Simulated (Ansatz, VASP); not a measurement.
**Ta4O in VASP and in Ansatz**

The input INCAR:

```
PREC = Accurate
ENCUT = 520
EDIFF = 1E-6
ISMEAR = -1
SIGMA = 0.05
LREAL = F
LASPH = T
NELM = 150
ALGO = Normal
ISIF = 2
LWAVE = F
LCHARG = F
LMAXMIX = 4
LDAU = T
LDAUTYPE = 2
LDAUL = 2 -1
LDAUU = 2 0
LDAUJ = 0 0
LDAUPRINT = 1
GGA = PS
NBANDS = 33
```

File KPOINTS:

```
regular mesh
0
Gamma
  8 8 4
```

Contents of POSCAR:

```
Ta4O
1.0
    3.2574970000      0.0000000000      0.0000000000
    0.0000000000      3.2574970000      0.0000000000
    0.0000000000      0.0000000000      7.4093410000
Ta O
4 1
Direct
    0.0000000000      0.0000000000      0.0000000000
    0.5000000000      0.5000000000      0.2168420000
    0.5000000000      0.5000000000      0.7831580000
    0.0000000000      0.0000000000      0.5000000000
    0.5000000000      0.5000000000      0.5000000000
```

input.yaml

```yaml
crystal:
  lattice:
    - [3.257497, 0.0, 0.0]
    - [0.0, 3.257497, 0.0]
    - [0.0, 0.0, 7.409341]
  atoms:
    - { symbol: Ta, position: [0.0, 0.0, 0.0] }
    - { symbol: Ta, position: [0.5, 0.5, 0.216842] }
    - { symbol: Ta, position: [0.5, 0.5, 0.783158] }
    - { symbol: Ta, position: [0.0, 0.0, 0.5] }
    - { symbol: O, position: [0.5, 0.5, 0.5] }
hamiltonian:
  xc: pbesol
  pseudopotentials: { kind: paw }
  hubbard: { sites: [{ species: Ta, l: d, u_eff: 2.0 }] }
kpoints:
  mp_grid: { grid: [8, 8, 4] }
  band_path:
    path:
      - [[0.0, 0.0, 0.0], [0.0, 0.5, 0.0], [0.5, 0.5, 0.0], [0.0, 0.0, 0.0], [0.0, 0.0, 0.5], [0.0, 0.5, 0.5], [0.5, 0.5, 0.5], [0.0, 0.0, 0.5]]
      - [[0.0, 0.5, 0.0], [0.0, 0.5, 0.5]]
      - [[0.5, 0.5, 0.0], [0.5, 0.5, 0.5]]
    npoints: 14
scf:
  occupations: { method: fermi_dirac, width: 0.05 }
  n_extra_bands: 12
output:
  forces: true
  stress: true
  eigenvalues: true
  fatbands: false
```

The cell comes from a database or a generator and needn't be the stable form of this composition.

Alike in both runs: functional PBEsol; k mesh 8 × 8 × 4; occupations fermi-dirac, width 0.05 eV; no spin polarisation; Hubbard terms Ta d U = 2.0 eV.

|  | VASP | Ansatz |
| --- | --- | --- |
| version | VASP 6.6.1 | Ansatz 0.2.0 |
| potentials or method | VASP PAW PBE potentials, release 64 (Ta_pv, O) | Ansatz PAW |
| plane-wave cutoff (eV) | 520 | 420 |
| valence electrons in the cell | 50 | 58 |
| task | single point | band structure |

Ansatz gave:

```
gap on the k mesh at the Fermi level (eV)       : none
pressure (GPa)                                  : -6.4
largest component of the traceless stress (GPa) : 1.65
rms of the force components (eV/Å)              : 0.093
```

Question: What did VASP give for the same quantities?

Answer: gap on the k mesh at the Fermi level (eV): none; pressure (GPa): -1.9; largest component of the traceless stress (GPa): 0.92; rms of the force components (eV/Å): 0.075.

The programs project onto different local orbitals, so the same U acts differently. Atom by atom the forces differ by 0.018 eV/Å (rms over components). A gap of «none» marks a metal or a gap that the smearing closes. The two sets of potentials don't hold the same shells in valence.

Caveats: U without spin polarisation on a metal has little footing; the PAW data sets were made with another functional, which shifts forces and pressure a little (VASP); spin-orbit coupling is left out, which moves the levels of the heavy elements (Ansatz); the PAW data sets come from PBE, with cores solved anew for the run's functional, which leaves a small shift of forces and pressure (Ansatz). Spin-orbit coupling is left out, which matters for the levels of Ta.
